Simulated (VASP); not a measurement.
Level of theory: PBE GGA + U (Dudarev), VASP's PBE PAW potentials (set 64) (plane waves; VASP).

VASP ran on this input.

File POSCAR:
```
VSe2
2.9865470
  0.0000000000   1.0000000000   1.0000000000
  1.0000000000   0.0000000000   1.0000000000
  1.0000000000   1.0000000000   0.0000000000
V Se
1 2
Cart
  0.0000000000   0.0000000000   0.0000000000
  0.5000000000   0.5000000000   0.5000000000
  1.5000000000   1.5000000000   1.5000000000
```

INCAR:
```
SYSTEM  =  VSe2
PREC  =  Accurate; ENCUT  =  400; LREAL  =  F
LASPH  =  T
EDIFF  =  1E-6; NELM  =  100; ALGO  =  Normal
LMAXMIX  =  4
ISMEAR  =  0; SIGMA  =  0.05
GGA  =  PE
MAGMOM  =  2.0 0.0 0.0
ISPIN  =  2
LDAUL  =  2 -1
LDAUU  =  5.0 0
LDAUJ  =  0 0
LDAU  =  T; LDAUTYPE  =  2; LDAUPRINT  =  1
ISIF  =  2
LWAVE  =  F; LCHARG  =  F; LORBIT  =  10
```

**KPOINTS**
```
kpoints
0
Gamma
  6 6 6
```

POTCAR, in this order: V_sv Se (PBE.64 set). Program: vasp_std.

Q: What will the output report for the number of irreducible k-points (NKPTS), number of bands (NBANDS), largest plane-wave count, number of space-group operations, FFT grid (NGX, NGY, NGZ)?

A: 
```json
{
  "number of irreducible k-points (NKPTS)": "16",
  "number of bands (NBANDS)": "17",
  "largest_plane_wave_count": "982",
  "number_of_space_group_operations": "48",
  "FFT grid (NGX, NGY, NGZ)": "28 × 28 × 28"
}
```

The structure was generated: VSe2 was put into the fluorite type (Fm-3m), which need not be its known phase. The cell was not relaxed at this level. The k-mesh is coarse (spacing up to 0.30 per Å, 2π included), so the numbers may not be converged in it. The run is one of a series of settings (LDAU = .TRUE., LDAUJ = 0 0, LDAUL = 2 -1, LDAUTYPE = 2, LDAUU = 5.0 0 against the base run), some of them coarse on purpose.
